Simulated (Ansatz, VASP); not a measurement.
# BiSb in two plane-wave programs, part 2 of 2

One calculation is typed for both programs; each brings its own data sets. How far apart do they land? The cell is generated by rule, not measured, and may not be a known phase. Of the first pair: The cell is taken from a series of runs on this material, whose earlier steps may have relaxed, scaled, displaced or heated it; both programs get it as it stands.

VASP 6.6.1 and Ansatz 0.2.0.

So far: Set-up; Ansatz: relaxation of cell and atoms, PBEsol, pair 1; VASP: relaxation of cell and atoms, PBEsol, pair 1; Side by side.

## Step 5: VASP: relaxation of cell and atoms, PBEsol, pair 2

Level of this step: PBEsol; plane waves and PAW (Sb, Bi_d); invented cell (VASP).

The relaxed volume is the usual yardstick between codes: in a stiff, nearly cubic crystal its relative difference is about their pressure difference at one cell divided by the bulk modulus. Its start cell is another than that of the pair before, and may be another structure of the material.

The input, INCAR:

```
SYSTEM = BiSb
PREC = Accurate
ENCUT = 500
EDIFF = 1E-07
NELM = 120
ISMEAR = 0
SIGMA = 0.1
LREAL = .FALSE.
ALGO = Normal
GGA = PS
NBANDS = 16
LORBIT = 11
LWAVE = .FALSE.
LCHARG = .FALSE.
ISIF = 3
IBRION = 2
NSW = 80
EDIFFG = -0.005
LASPH = .TRUE.
GGA_COMPAT = .FALSE.
NELMIN = 4
KPAR = 2
```

The input, POSCAR:

```
BiSb
1.0
    3.8334123712      0.0000000000      0.0000000000
    0.0000000000      3.8334123712      0.0000000000
    0.0000000000      0.0000000000      3.8334123712
Sb Bi
1 1
Direct
    0.0000000000      0.0000000000      0.0000000000
    0.5000000000      0.5000000000      0.5000000000
```

The input, KPOINTS:

```
Automatic mesh
0
Gamma
10 10 10
0 0 0
```

The projector-augmented-wave data sets are Sb and Bi_d (PBE family, release 64).

On the command line:

```bash
> mpirun -np 2 vasp_std
```

Numbers of over 12 decimals in the logs are rounded to 6 here.

Log:

```text
[banner, memory and clock lines left out]
running    2 mpi-ranks, on    1 nodes
[...]
[... a notice as in an earlier step ...]

 LDA part: xc-table for (Slater+PW92), standard interpolation
 POSCAR, INCAR and KPOINTS ok, starting setup
[...]
entering main loop
       N       E                     dE             d eps       ncg     rms          rms(c)
DAV:   1     0.146171790396E+03    0.14617E+03   -0.97125E+03  1792   0.124E+03
DAV:   2     0.274683381969E+00   -0.14590E+03   -0.14363E+03  2112   0.336E+02
DAV:   3    -0.840809753521E+01   -0.86828E+01   -0.86259E+01  2136   0.842E+01
DAV:   4    -0.862426340523E+01   -0.21617E+00   -0.21610E+00  2504   0.149E+01
[...]
DAV:  11    -0.860259697162E+01    0.34264E-06   -0.10000E-06  2408   0.117E-02    0.320E-03
DAV:  12    -0.860259652300E+01    0.44861E-06   -0.10022E-07  1840   0.198E-03    0.170E-04
DAV:  13    -0.860259653060E+01   -0.76006E-08   -0.82601E-09  1432   0.703E-04
   1 F= -.86025965E+01 E0= -.85973154E+01  d E =-.860260E+01
[...]
N       E                     dE             d eps       ncg     rms          rms(c)
DAV:   1    -0.860271067961E+01   -0.11416E-03   -0.30193E-03  2368   0.818E-01    0.558E-02
DAV:   2    -0.860261516200E+01    0.95518E-04   -0.17105E-04  2312   0.204E-01    0.231E-02
DAV:   3    -0.860259736949E+01    0.17793E-04   -0.72492E-05  2736   0.119E-01    0.273E-03
DAV:   4    -0.860259787572E+01   -0.50624E-06   -0.10621E-06  2048   0.871E-03    0.189E-03
DAV:   5    -0.860259849448E+01   -0.61876E-06   -0.25103E-07  2184   0.443E-03    0.534E-04
DAV:   6    -0.860259861265E+01   -0.11816E-06   -0.18194E-08  1280   0.122E-03    0.181E-04
DAV:   7    -0.860259855278E+01    0.59862E-07   -0.47400E-09  1248   0.605E-04
   2 F= -.86025986E+01 E0= -.85973089E+01  d E =-.202218E-05
 trial-energy change:   -0.000002  1 .order   -0.000002   -0.000008    0.000005
 step:   0.6606(harm=  0.6129)  dis= 0.00000  next Energy=    -8.602599 (dE=-0.290E-05)
 reached required accuracy - stopping structural energy minimisation
```

From OUTCAR (step 5):

```text
  Total        0.0067875      0.0067875      0.0067875     -0.0000000     -0.0000000      0.0000000
  in kB        0.1931974      0.1931974      0.1931974     -0.0000000     -0.0000000      0.0000000
  external PRESSURE =       0.1931974 kB  Pullay stress =       0.0000000 kB

 POSITION                                       TOTAL-FORCE (eV/Angst)
 -----------------------------------------------------------------------------------
      0.00000      0.00000      0.00000         0.000000     -0.000000      0.000000
      1.91621      1.91621      1.91621        -0.000000      0.000000      0.000000
 -----------------------------------------------------------------------------------
    total drift:                                0.000000      0.000000      0.000000

  FREE ENERGIE OF THE ION-ELECTRON SYSTEM (eV)
  ---------------------------------------------------
  free  energy   TOTEN  =        -8.6025985528 eV

  energy  without entropy=       -8.5920192452  energy(sigma->0) =       -8.59730890

[... 2 parts as in an earlier step ...]

[... 2 further parts left out ...]
[key lines of the parts left out:]
E-fermi :   8.4158
```

## Step 6: Ansatz: relaxation of cell and atoms, PBEsol, pair 2

Its own start cell and the same functional, mesh and smearing now go to Ansatz, which takes its cutoff from its data sets.

The two relaxations start from unlike cells of this crystal (the structure described is Ansatz's start), so only their ends are compared.

The input, input.yaml:

```yaml
crystal:
  lattice:
    - [3.72275, 0.0, 0.0]
    - [0.0, 3.72275, 0.0]
    - [0.0, 0.0, 3.72275]
  atoms:
    - { symbol: Sb, position: [0.0, 0.0, 0.0] }
    - { symbol: Bi, position: [0.5, 0.5, 0.5] }
kpoints:
  mp_grid: { grid: [10, 10, 10] }
hamiltonian:
  xc: pbesol
  pseudopotentials: { kind: nc }
scf:
  occupations: { method: gaussian, width: 0.1 }
output:
  forces: true
  stress: true
  eigenvalues: true
  write_density: true
  write_potential: true
  elf: true
  volumetric_format: npy
relax:
  adjacent_minimum: "off"
  f_tol: 0.005
  max_steps: 80
  cell: { stress_tol: 0.05 }
```

On the command line:

```bash
> ansatz run input.yaml --threads 4 --pin off --max-ram 7168MiB --backend cpu --events-out ev --progress --plain --runs-dir out
```

Log:

```text
[...]
Crystal: 2 atoms, lattice volume = 51.593 Å³
Basis set: ecut = 1088.45545 eV, 4169 PW (Γ), exchange–correlation on 90×90×90 points (8 copies of the dense FFT grid, shifted against one another)
Bands: 19, of which v1, the nominal top of the filled ones, is band 15 counted from 1 (14 counted from 0)
Symmetry: 48 space group operations
[...]
k-points: 56 of 1000
[...]
k-point 55: bands = [... 11 lower, 4.4279, 9.6772, 9.6772, 9.6772, 9.7655, 9.7655, 9.7655, 27.9106]
--- Relaxed structure (5 steps of the walk, 5 accepted, 2 SCFs on fresh bases) ---
[...]
cell:  # Å, volume = 56.2501 Å³
    - [3.831550, 0, 0]
    - [0, 3.831550, 0]
    - [0, 0, 3.831550]
  atoms:
    - { symbol: Sb, position: [0, 0, 0] }
    - { symbol: Bi, position: [0.500000, 0.500000, 0.500000] }
[key lines of the parts left out:]
SCF converged after 4 iterations
Free energy (F): -4692.143629 eV
Fermi energy:    12.376701 eV
P = ⅓ Tr σ = 0.0159 GPa (0.159 kbar)
```

## Step 7: Comparison

What differs besides the data sets and the points named for the pairs above, as far as they apply: the data sets hold 30 valence electrons in Ansatz (on norm-conserving files, of PseudoDojo where its log says so) and 20 in VASP. Total energies have different zeros and are not compared.

The two programs side by side:

```tsv
quantity	Ansatz	VASP	difference
volume (Å³)	56.25	56.29	-0.07 %
edge a after relaxation, in the typed setting (Å)	3.832	3.832	-0.02 %
```

## Step 8: Ansatz: zone-centre phonons, PBEsol

Second derivatives magnify differences that forces hide, and they need a tight electronic threshold.

The cell is taken from a series of runs on this material, whose earlier steps may have relaxed, scaled, displaced or heated it; both programs get it as it stands.

The input, input.yaml:

```yaml
crystal:
  lattice:
    - [3.8259004573, 0.0, 0.0]
    - [0.0, 3.8259004573, 0.0]
    - [0.0, 0.0, 3.8259004573]
  atoms:
    - { symbol: Sb, position: [0.0, 0.0, 0.0] }
    - { symbol: Bi, position: [0.5, 0.5, 0.5] }
kpoints:
  mp_grid: { grid: [12, 12, 12] }
hamiltonian:
  xc: pbesol
  pseudopotentials: { kind: nc }
scf:
  occupations: { method: methfessel_paxton, width: 0.15 }
output:
  eigenvalues: true
phonons:
  method: dfpt
```

Log:

```text
[...]
Crystal: 2 atoms, lattice volume = 56.002 Å³
Basis set: ecut = 1088.45545 eV, 4553 PW (Γ), exchange–correlation on 90×90×90 points (8 copies of the dense FFT grid, shifted against one another)
Bands: 19, of which v1, the nominal top of the filled ones, is band 15 counted from 1 (14 counted from 0)
Symmetry: 48 space group operations
k-points: 196 of 1728 (irreducible under 8 space group operations, time reversal used)
[...]
k mesh reduced under 8 symmetry operations, with k and −k counted as one. Each operation leaves every solved perturbation unchanged. A smaller set is not used because it would not reduce the number of displacements times k-points to solve
  ASR residual: 1.333e-4 → 0.000e0 eV/Å²; symmetrization residual: 3.594e-5 eV/Å²
  ASR residual per site (eV/Å²): 1.33e-4 1.66e-5
  Γ frequencies (cm⁻¹): 0.00 0.00 0.00 62.50 62.50 62.50
  non-analytic LO–TO correction: not included (Born effective charges unavailable; polar crystals: no LO–TO splitting at Γ)
[key lines of the parts left out:]
SCF converged after 9 iterations
Free energy (F): -4692.150265 eV
Fermi energy:    12.431196 eV
```

## Step 9: VASP: zone-centre phonons, PBEsol

The same cell, functional, mesh and smearing now go to VASP, with its own data sets.

The input, INCAR:

```
SYSTEM = BiSb
PREC = Accurate
ENCUT = 500
EDIFF = 1E-08
NELM = 120
ISMEAR = 1
SIGMA = 0.15
LREAL = .FALSE.
ALGO = Normal
GGA = PS
NBANDS = 16
LORBIT = 11
LWAVE = .FALSE.
LCHARG = .FALSE.
ISIF = 2
IBRION = 8
LASPH = .TRUE.
GGA_COMPAT = .FALSE.
KPAR = 2
```

The input, POSCAR:

```
BiSb
1.0
    3.8259004573      0.0000000000      0.0000000000
    0.0000000000      3.8259004573      0.0000000000
    0.0000000000      0.0000000000      3.8259004573
Sb Bi
1 1
Direct
    0.0000000000      0.0000000000      0.0000000000
    0.5000000000      0.5000000000      0.5000000000
```

The input, KPOINTS:

```
Automatic mesh
0
Gamma
12 12 12
0 0 0
```

On the command line:

```bash
> mpirun -np 2 vasp_std
```

Log:

```text
[... set-up lines as in an earlier step ...]
 entering main loop
       N       E                     dE             d eps       ncg     rms          rms(c)
DAV:   1     0.146018758165E+03    0.14602E+03   -0.96394E+03  2688   0.124E+03
DAV:   2     0.491765934680E+00   -0.14553E+03   -0.14333E+03  3088   0.336E+02
DAV:   3    -0.841291979294E+01   -0.89047E+01   -0.88479E+01  3240   0.850E+01
DAV:   4    -0.863088354953E+01   -0.21796E+00   -0.21788E+00  3704   0.151E+01
[...]
DAV:  11    -0.860936894720E+01    0.28228E-06   -0.86683E-07  3792   0.978E-03    0.320E-03
DAV:  12    -0.860936849020E+01    0.45700E-06   -0.89805E-08  3576   0.175E-03    0.148E-04
DAV:  13    -0.860936848656E+01    0.36457E-08   -0.65319E-09  2608   0.491E-04
   1 F= -.86093685E+01 E0= -.86089568E+01  d E =-.123504E-02
 Linear response reoptimize wavefunctions to high precision
DAV:   1    -0.860936847001E+01    0.16551E-07   -0.70654E-10  2736   0.189E-04
DAV:   2    -0.860936846999E+01    0.12733E-10   -0.91124E-11  2216   0.887E-05
 Linear response DOF=           2
 Linear response progress:
[...]
RMM:   7    -0.241227922149E-01    0.51692E-06   -0.39251E-08 12381   0.541E-04    0.175E-04
RMM:   8    -0.241224070030E-01    0.38521E-06    0.17071E-08 12461   0.239E-04    0.953E-06
RMM:   9    -0.241224075445E-01   -0.54148E-09    0.35771E-08 13041   0.101E-04    0.676E-06
 first order change of Fermi-energy  -0.12390E-03
 force on displaced ion       1 direction 1 :  -1.220   0.000  -0.000
 Linear response progress:
  Degree of freedom:   2/  2
       N       E                     dE             d eps       ncg     rms          rms(c)
RMM:   1    -0.327030307520E+00   -0.32703E+00    0.20808E-01  7977   0.930E+00
RMM:   2    -0.334236893557E+00   -0.72066E-02   -0.15354E-02 10475   0.103E+00    0.285E-02
RMM:   3    -0.334233363683E+00    0.35299E-05   -0.12180E-03 11687   0.283E-01    0.168E-02
RMM:   4    -0.333997361102E+00    0.23600E-03   -0.88906E-05 11996   0.803E-02    0.346E-03
[...]
RMM:  13    -0.334003925654E+00    0.24649E-07    0.12783E-07 12952   0.129E-04    0.808E-07
RMM:  14    -0.334003896522E+00    0.29132E-07    0.40929E-08 12163   0.114E-04    0.471E-07
RMM:  15    -0.334003903831E+00   -0.73091E-08    0.31871E-08 10799   0.107E-04    0.178E-07
 first order change of Fermi-energy   0.32365E-03
 force on displaced ion       2 direction 1 :  -1.182   0.000  -0.000
 Linear response finished
```

Parts of OUTCAR (step 9):

```text
  Total        0.0138398      0.0138398      0.0138398      0.0000000      0.0000000     -0.0000000
  in kB        0.3959487      0.3959487      0.3959487      0.0000000      0.0000000     -0.0000000
  external PRESSURE =       0.3959487 kB  Pullay stress =       0.0000000 kB

 POSITION                                       TOTAL-FORCE (eV/Angst)
 -----------------------------------------------------------------------------------
      0.00000      0.00000      0.00000         0.000000      0.000000      0.000000
      1.91295      1.91295      1.91295         0.000000      0.000000      0.000000
 -----------------------------------------------------------------------------------
    total drift:                                0.000000      0.000000      0.000000

[... 2 further parts left out ...]
```

## Step 10: Side by side

What differs besides the data sets and the points named for the pairs above, as far as they apply: the data sets hold 30 valence electrons in Ansatz (on norm-conserving files, of PseudoDojo where its log says so) and 20 in VASP. Total energies have different zeros and are not compared.

Compared:

```tsv
quantity	Ansatz	VASP	difference
optical mode 1 to 3 (cm⁻¹)	62.5	65.3	-4.29 %
```

Modes are paired by rising frequency, not by their patterns, so a pair may set unlike modes beside each other; they are those without the splitting of longitudinal modes.

## Step 11: Summary of results

```
difference in volume (relaxation of cell and atoms, PBEsol, pair 1)                                                  : -0.094 %
difference in volume (relaxation of cell and atoms, PBEsol, pair 2)                                                  : -0.068 %
r.m.s. difference of the optical zone-centre modes, each program's sorted by frequency (zone-centre phonons, PBEsol) : 2.8 cm⁻¹
difference in optical mode 1 to 3 (zone-centre phonons, PBEsol)                                                      : -4.3 %
```

In words: The difference in volume is -0.094 % (relaxation of cell and atoms, PBEsol, pair 1), within the 1.2 % picked in this series as the mark of a large difference, as far as the stopping tolerances let one tell. The data sets hold unlike numbers of valence electrons (30 in Ansatz and 20 in VASP), so part of the differences comes from the potentials. Among the rows given in per cent, the largest difference of the zone-centre phonons, PBEsol pair is in optical mode 1 to 3, -4.3 %. Such differences can come from data sets, numerical settings and the points named under the comparisons, not from the functional's error against experiment.

[Lines on the potential files, build, host, timing and source positions are cut from VASP's logs without a mark.]

[Logs are printed without paths, hosts, clocks, repeated set-up lines and the standing remarks that a program may print on its own settings, such as how far it seeks lower states.]

[Hosts, paths, dates, database ids (printed as entryN), source tags and the programs' standing remarks are cut or masked in the printed files.]
